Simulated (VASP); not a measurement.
An input for Ansatz (written as the equivalent of a VASP run, and not itself run):

Ansatz 0.2 input:
```yaml
crystal:
  lattice:
    - [4.0825030, -2.2295000, 0.0000000]
    - [4.0825030, 2.2295000, 0.0000000]
    - [2.8649490, 0.0000000, 3.6646380]
  atoms:
    - { symbol: Bi, position: [0.2340000, 0.2340000, 0.2340000] }
    - { symbol: Bi, position: [0.7660000, 0.7660000, 0.7660000] }
kpoints:
  mp_grid: { grid: [6, 6, 6] }
hamiltonian:
  xc: pbe
  pseudopotentials: { kind: paw }
scf:
  occupations: { method: fermi_dirac, width: 0.1 }
  max_iter: 100
output: { forces: true, stress: true, eigenvalues: true }
```

Problem. Translate this input to VASP (INCAR, KPOINTS, POSCAR, choice of POTCAR).

Solution. This is not unique; one that fits is 
### POSCAR
```
Bi
1
    4.0825030000    -2.2295000000     0.0000000000
    4.0825030000     2.2295000000     0.0000000000
    2.8649490000     0.0000000000     3.6646380000
Bi
2
Direct
  0.2340000000   0.2340000000   0.2340000000
  0.7660000000   0.7660000000   0.7660000000
```

File KPOINTS:
```
Automatic mesh
0
Gamma
6 6 6
0 0 0
```

### INCAR
```
# general
SYSTEM  = Bi
PREC    = Accurate
ENCUT   = 300
LREAL   = .FALSE.
LASPH   = .TRUE.

# electronic loop
EDIFF   = 1E-6
NELM    = 100
ALGO    = Normal
LMAXMIX = 4

# smearing
ISMEAR  = -1
SIGMA   = 0.1

# functional
GGA     = PE

# ions
ISIF    = 2

# output
LWAVE   = .FALSE.
LCHARG  = .FALSE.
```

POTCAR, in this order: Bi_d (PBE.64 set). Program: vasp_std.

Limits of the translation: each code has its own PAW files, so the cut-off isn't converted (ENCUT is set for VASP's; basis.ecutwfc is left out, and Ansatz then takes the one that its files recommend); Ansatz stops its SCF on the density residual and VASP on the energy change (EDIFF).

The structure is a typed Bi crystal (R-3m). The cell was not relaxed at this level, and its volume differs by -5.9 % from the start's.
